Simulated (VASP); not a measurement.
Level of theory: rev-vdW-DF2, VASP's PBE PAW potentials (set 64) (plane waves; VASP).

Input for VASP

**KPOINTS**
```
Automatic mesh
0
Gamma
4 4 6
0 0 0
```

### POSCAR
```
MnF2
1
    4.8475729955    -0.0000000000     0.0000000000
    0.0000000000     4.8475729955     0.0000000000
    0.0000000000     0.0000000000     3.2880591720
Mn F
2 4
Direct
  0.0000000000   1.0000000000   1.0000000000
  0.5000000000   0.5000000000   0.5000000000
  0.3042902355   0.3042902355   0.0000000000
  0.8042902355   0.1957097645   0.5000000000
  0.1957097645   0.8042902355   0.5000000000
  0.6957097645   0.6957097645   1.0000000000
```

### INCAR
```
! general
SYSTEM  =MnF2
PREC    =Accurate
ENCUT   =520
LREAL   =.False.
LASPH   =.True.

! electronic loop
EDIFF   =1E-6
NELM    =100
ALGO    =Normal
LMAXMIX =4

! smearing
ISMEAR  =0
SIGMA   =0.05

! functional
GGA     =MK
LUSE_VDW=.True.
AGGAC   =0.0
PARAM1  =0.1234568
PARAM2  =0.7114
ZAB_VDW =-1.8867

! spin
ISPIN   =2
MAGMOM  =5.0 -5.0 4*0.0

! ions
IBRION  =2
NSW     =60
ISIF    =3
EDIFFG  =-0.02

! output
LWAVE   =.False.
LCHARG  =.False.
LORBIT  =10
```

POTCAR, in this order: Mn_pv F (PBE.64 set). Program: vasp_std.

### Question
What does the run give for the energy per atom (σ→0), cell moment, volume per atom?

### Answer

```
Quantity                        Value
---------------------  --------------
energy per atom (σ→0)  -4.489 eV/atom
cell moment                   0.00 μB
volume per atom         13.07 Å³/atom
```

**OSZICAR**
```
...
   4 F= -.26934863E+02 E0= -.26934863E+02  d E =-.251843E-03  mag=    -0.0000
       N       E                     dE             d eps       ncg     rms          rms(c)
DAV:   1    -0.269346711859E+02    0.19138E-03   -0.39230E-01  3072   0.431E+00    0.206E-01
DAV:   2    -0.269351338879E+02   -0.46270E-03   -0.10041E-02  3312   0.676E-01    0.110E-01
DAV:   3    -0.269351062543E+02    0.27634E-04   -0.20402E-04  3616   0.129E-01    0.528E-02
DAV:   4    -0.269350900576E+02    0.16197E-04   -0.19237E-05  3640   0.365E-02    0.307E-02
DAV:   5    -0.269350890875E+02    0.97010E-06   -0.67158E-06  3352   0.208E-02
   5 F= -.26935089E+02 E0= -.26935089E+02  d E =-.478105E-03  mag=    -0.0000
```

The compound is MnF2 in the rutile structure. This run relaxes it. Symmetry was kept, so distortions that lower it aren't found.
